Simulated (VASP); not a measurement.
Energy against volume of CdTe (zinc blende). Method: MS2 meta-GGA, VASP's PBE PAW potentials (set 64) (plane waves; VASP 6.6.1). Settings: 520 eV cut-off, 7×7×7 Γ-centred mesh, Gaussian smearing of 0.050 eV, potentials Cd Te.

```tsv
V (Å³/atom)	E (eV/atom)
32.516	1.25282
33.553	1.23939
34.591	1.23521
35.629	1.23884
```

Question: Fit these four points and predict the energy of the run at 36.667 Å³/atom.

Answer: A cubic in V^(−2/3), the third-order Birch-Murnaghan form, passes through the four points with V0 = 34.60 Å³/atom and B0 = 40 GPa, and gives 1.2491 eV/atom there. The run gave 1.2490 eV/atom, -0.0 meV/atom from the fit; all five points give B0 = 40 GPa.

The compound is CdTe in the zinc blende structure. It was relaxed first.
